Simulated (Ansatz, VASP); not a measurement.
One calculation of GaF, two programs

File POSCAR:

```
GaF
1.0
    3.1659200000      0.0000000000      0.0000000000
    0.0000000000      3.1659200000      0.0000000000
    0.0000000000      0.0000000000      3.1659200000
Ga F
1 1
Direct
    0.0000000000      0.0000000000      0.0000000000
    0.5000000000      0.5000000000      0.5000000000
```

INCAR.step1

```
ALGO = Normal
EDIFF = 1E-5
ENCUT = 600
GGA = PE
ISMEAR = -1
LASPH = True
LCHARG = False
LREAL = False
LWAVE = True
NELM = 60
PREC = Accurate
SIGMA = 0.05
```

File INCAR.step2:

```
AEXX = 0.2
AGGAC = 0.81
AGGAX = 0.72
ALDAC = 0.19
ALGO = Normal
EDIFF = 1E-6
EDIFFG = -0.01
ENCUT = 600
GGA = B3
IBRION = 2
ISIF = 3
ISMEAR = -1
ISTART = 1
LASPH = True
LCHARG = False
LHFCALC = True
LREAL = False
LWAVE = False
NELM = 60
NSW = 40
PREC = Accurate
PRECFOCK = Fast
SIGMA = 0.05
```

The input KPOINTS:

```
k-points
0
Gamma
  4 4 4
```

Contents of input.yaml:

```yaml
crystal:
  lattice:
    - [3.16592, 0.0, 0.0]
    - [0.0, 3.16592, 0.0]
    - [0.0, 0.0, 3.16592]
  atoms:
    - { symbol: Ga, position: [0.0, 0.0, 0.0] }
    - { symbol: F, position: [0.5, 0.5, 0.5] }
hamiltonian:
  xc: b3lyp
  pseudopotentials: { kind: paw }
kpoints:
  mp_grid: { grid: [4, 4, 4] }
scf:
  occupations: { method: fermi_dirac, width: 0.05 }
output:
  forces: true
  stress: true
  eigenvalues: true
  write_density: true
  write_potential: true
  elf: true
  volumetric_format: npy
relax:
  f_tol: 0.01
  max_steps: 40
  cell: { stress_tol: 0.05 }
```

The cell was built by a generator and needn't be a form met in nature.

Alike in both runs: task relaxation of cell and atoms; functional B3LYP; k mesh 4 × 4 × 4; occupations fermi-dirac, width 0.05 eV; no spin polarisation.

|  | VASP | Ansatz |
| --- | --- | --- |
| version | VASP 6.6.1 | Ansatz 0.2.0 |
| potentials or method | VASP PAW PBE potentials, release 64 (Ga_d, F) | Ansatz PAW |
| plane-wave cutoff (eV) | 600 | 420 |
| valence electrons in the cell | 20 | 20 |

|  | VASP | Ansatz | Ansatz less VASP |
| --- | --- | --- | --- |
| gap on the k mesh at the Fermi level, each at its own relaxed structure (eV) | 2.07 | 2.10 | +0.028 |
| relaxed volume (Å³/atom) | 16.74 | 16.84 | +0.104 |
| relaxed cell length with the largest relative difference (Å) | 3.223 | 3.230 | +0.0066 |
| energy change over the relaxation (meV/atom) | -6 | -8 | -2.0 |

Caveats: the k mesh is coarse (spacing up to 0.50 Å⁻¹), so the values aren't converged, least of all with exact exchange; the PAW data sets were made with another functional, which shifts forces and pressure a little (VASP); the plane-wave basis is chosen anew once the cell has moved, so the energies of steps on either side of that aren't comparable (Ansatz); the PAW data sets come from PBE, with cores solved anew for the run's functional, which leaves a small shift of forces and pressure (Ansatz). A k mesh can miss the band edges.
